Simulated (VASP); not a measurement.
VASP ran on this input.

**KPOINTS**
```
Automatic mesh
0
Gamma
13 13 13
0 0 0
```

### INCAR
```
ALGO=Normal
EDIFF=1E-6
EDIFFG=-0.02
ENCUT=500
GGA=PE
IBRION=2
ISIF=3
ISMEAR=1
LASPH=T
LCHARG=F
LMAXMIX=4
LREAL=F
LWAVE=F
NELM=100
NSW=40
PREC=Accurate
PSTRESS=200
SIGMA=0.1
SYSTEM=CoGa
```

**POSCAR**
```
CoGa
1
    2.7967850420    -0.0000000000     0.0000000000
   -0.0000000000     2.7967850420     0.0000000000
   -0.0000000000    -0.0000000000     2.7967850420
Ga Co
1 1
Direct
  0.5000000000   0.5000000000   0.5000000000
  0.0000000000   0.0000000000   0.0000000000
```

POTCAR, in this order: Ga_d Co (PBE.64 set). Program: vasp_std.

Q: Translate this PBE calculation to Ansatz.

A: One equivalent input (not run):
Ansatz 0.2 input:
```yaml
crystal:
  lattice:
    - [2.7967850, 0.0000000, 0.0000000]
    - [0.0000000, 2.7967850, 0.0000000]
    - [0.0000000, 0.0000000, 2.7967850]
  atoms:
    - { symbol: Ga, position: [0.5000000, 0.5000000, 0.5000000] }
    - { symbol: Co, position: [0.0000000, 0.0000000, 0.0000000] }
kpoints:
  mp_grid: { grid: [13, 13, 13] }
hamiltonian:
  xc: pbe
  pseudopotentials: { kind: paw }
scf:
  occupations: { method: methfessel_paxton, width: 0.1 }
  max_iter: 100
relax:
  max_steps: 40
  f_tol: 0.02
  cell: { p_target: 20 }
output: { forces: true, stress: true, eigenvalues: true }
```
The two are equivalent in intent, not identical: each code has its own PAW files, so the cut-off isn't converted (ENCUT is set for VASP's; basis.ecutwfc is left out, and Ansatz then takes the one that its files recommend); Ansatz stops its SCF on the density residual and VASP on the energy change (EDIFF).

The compound is CoGa in the CsCl type structure. It was relaxed first under an external pressure of 20 GPa.
